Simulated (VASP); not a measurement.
Data:

```
Cd
1.0
    1.49000    -2.58076     0.00000
    1.49000     2.58076     0.00000
    0.00000     0.00000     5.62000
Cd
2
Cartesian
  1.49000   0.86025   1.40500
  1.49000  -0.86025   4.21500
```

Computed with r2SCAN meta-GGA, VASP's PBE PAW potentials (set 64) (plane waves; VASP 6.6.1). Settings: 520 eV cut-off, 13×13×6 Γ-centred mesh, first-order Methfessel-Paxton smearing of 0.10 eV, potentials Cd.

Question: The ions, cell shape and volume are relaxed. Which structure does the run end with?

Answer: 
```
Cd
1.0
    1.49649    -2.59200     0.00000
    1.49649     2.59200     0.00000
    0.00000     0.00000     5.63036
Cd
2
Direct
  0.33333   0.66667   0.25000
  0.66667   0.33333   0.75000
```
Space group P6_3/mmc (194), at a tolerance of 0.03 Å.

Question: How do energy and volume change from the first to the last step?

Answer: The energy (σ→0) changes by -0.6 meV/atom and the volume by +1.1 %, in 3 ionic steps.

```tsv
step	E(σ→0) (eV)	max force (eV/Å)	pressure (GPa)	volume (Å³)
1	-40.2049	0.000	0.69	43.22
2	-40.2059	0.000	-0.18	43.81
3	-40.2060	0.000	0.00	43.68
```

The compound is Cd in the hcp structure. This run relaxes it. Symmetry was kept, so distortions that lower it aren't found.
